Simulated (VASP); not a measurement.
OSZICAR of a VASP run on Pt3Ti (L1_2):

File OSZICAR:
```
       N       E                     dE             d eps       ncg     rms          rms(c)
DAV:   1     0.372654708983E+03    0.37265E+03   -0.20236E+04  1750   0.170E+03
DAV:   2     0.575263547906E+00   -0.37208E+03   -0.36482E+03  1893   0.440E+02
DAV:   3    -0.317688201032E+02   -0.32344E+02   -0.31168E+02  2616   0.109E+02
DAV:   4    -0.327111746668E+02   -0.94235E+00   -0.93663E+00  2051   0.197E+01
DAV:   5    -0.327417849561E+02   -0.30610E-01   -0.30590E-01  2523   0.362E+00    0.211E+01
DAV:   6    -0.310302328607E+02    0.17116E+01   -0.23873E+01  2486   0.335E+01    0.146E+01
DAV:   7    -0.304324363945E+02    0.59780E+00   -0.31952E+01  2505   0.336E+01    0.101E+01
DAV:   8    -0.297002103320E+02    0.73223E+00   -0.16652E+00  2397   0.989E+00    0.449E+00
DAV:   9    -0.295909405617E+02    0.10927E+00   -0.19475E+00  2614   0.752E+00    0.212E+00
DAV:  10    -0.295464640861E+02    0.44476E-01   -0.26930E-01  2511   0.362E+00    0.357E-01
DAV:  11    -0.295480615990E+02   -0.15975E-02   -0.38859E-03  2287   0.496E-01    0.443E-01
DAV:  12    -0.295463539259E+02    0.17077E-02   -0.13966E-02  2585   0.673E-01    0.101E-01
DAV:  13    -0.295463152216E+02    0.38704E-04   -0.20529E-04  2101   0.100E-01    0.568E-02
DAV:  14    -0.295463186776E+02   -0.34560E-05   -0.35030E-05  2249   0.455E-02    0.549E-02
DAV:  15    -0.295462953148E+02    0.23363E-04   -0.12433E-04  2608   0.703E-02    0.886E-03
DAV:  16    -0.295462958157E+02   -0.50092E-06   -0.19314E-06  2118   0.934E-03    0.610E-03
DAV:  17    -0.295462957704E+02    0.45313E-07   -0.63248E-07  1772   0.608E-03
   1 F= -.28785409E+02 E0= -.28785238E+02  d E =-.287854E+02
```

### Question
Which electronic solver shows in the log?

### Answer
It is blocked Davidson (ALGO = Normal, or the opening steps of other solvers). The INCAR had ALGO = Normal.

### Question
Can the final energy be trusted as converged?

### Answer
The calculation finished and met its thresholds. It stopped with EDIFF = 1E-7, NELM = 100, NSW = 40 and EDIFFG = -0.01 after 1 ionic step (PBE GGA, plane waves, VASP's PBE PAW potentials (set 64)).

The compound is Pt3Ti in the L1_2 structure. It was relaxed first under an external pressure of 2 GPa.
